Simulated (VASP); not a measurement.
OSZICAR of a VASP run on SrCl$_{2}$ (fluorite):

**OSZICAR**
```
       N       E                     dE             d eps       ncg     rms          rms(c)
DAV:   1     0.132595195338E+03    0.13260E+03   -0.10258E+04   512   0.110E+03
DAV:   2    -0.599358472516E+01   -0.13859E+03   -0.13749E+03   672   0.229E+02
DAV:   3    -0.134050896645E+02   -0.74115E+01   -0.74053E+01   752   0.578E+01
DAV:   4    -0.135592708326E+02   -0.15418E+00   -0.15415E+00   824   0.756E+00
DAV:   5    -0.135623200446E+02   -0.30492E-02   -0.30492E-02   768   0.840E-01    0.148E+01
DAV:   6    -0.133349713301E+02    0.22735E+00   -0.57713E-01   656   0.439E+00    0.937E+00
DAV:   7    -0.133387988700E+02   -0.38275E-02   -0.35548E-01   768   0.381E+00    0.145E+00
DAV:   8    -0.133392117177E+02   -0.41285E-03   -0.53662E-02   640   0.133E+00    0.264E-01
DAV:   9    -0.133410286611E+02   -0.18169E-02   -0.19762E-03   680   0.287E-01    0.964E-02
DAV:  10    -0.133421174886E+02   -0.10888E-02   -0.97678E-04   592   0.177E-01    0.325E-02
DAV:  11    -0.133422391353E+02   -0.12165E-03   -0.15636E-04   704   0.640E-02    0.321E-02
DAV:  12    -0.133422497952E+02   -0.10660E-04   -0.18675E-05   680   0.229E-02    0.710E-03
DAV:  13    -0.133422521287E+02   -0.23335E-05   -0.50847E-06   704   0.123E-02    0.284E-03
DAV:  14    -0.133422523618E+02   -0.23304E-06   -0.80441E-07   592   0.503E-03    0.293E-03
DAV:  15    -0.133422523769E+02   -0.15158E-07   -0.32322E-08   600   0.125E-03
   1 F= -.13342252E+02 E0= -.13342252E+02  d E =0.000000E+00
```

**Question.** Which electronic solver shows in the log?

**Answer.** It is blocked Davidson (ALGO = Normal, or the opening steps of other solvers). The INCAR had ALGO = Normal.

**Question.** Can the final energy be trusted as converged?

**Answer.** The run converged. It stopped with EDIFF = 1E-7, NELM = 100 (PBEsol GGA, plane waves, VASP's PBE PAW potentials (set 64)).

The compound is SrCl2 in the fluorite structure. It was relaxed first.
